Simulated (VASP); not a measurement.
BP (relaxed from the zinc blende structure, space group F-43m) relaxed at rising pressure, in one space group throughout; other phases were not tried. The pressures are those reached. All values below come from PBEsol GGA, VASP's PBE PAW potentials (set 64) (plane waves; VASP 6.6.1).

```csv
P (GPa),V (Å³/atom),k-mesh
-0.09,11.558,10×10×10
4.98,11.234,10×10×10
9.98,10.952,10×10×10
19.86,10.476,10×10×10
29.83,10.076,10×10×10
```

A change of mesh leaves a small step in the series.

### Question
Fit an equation of state and predict the volume at 44.95 GPa.

### Answer
Least squares on the third-order Birch-Murnaghan form, P = (3B0/2)(y⁷ − y⁵)[1 + (3/4)(B′ − 4)(y² − 1)] with y = (V0/V)^(1/3), gives V0 = 11.552 Å³/atom, B0 = 170 GPa and B′ = 3.7, and so 9.576 Å³/atom. The run gave 9.575 Å³/atom, -0.0 % from the fit.

Pressures at which the relaxation failed are left out.

The structure was generated: BP was put into the zinc blende type (F-43m), which need not be its known phase.
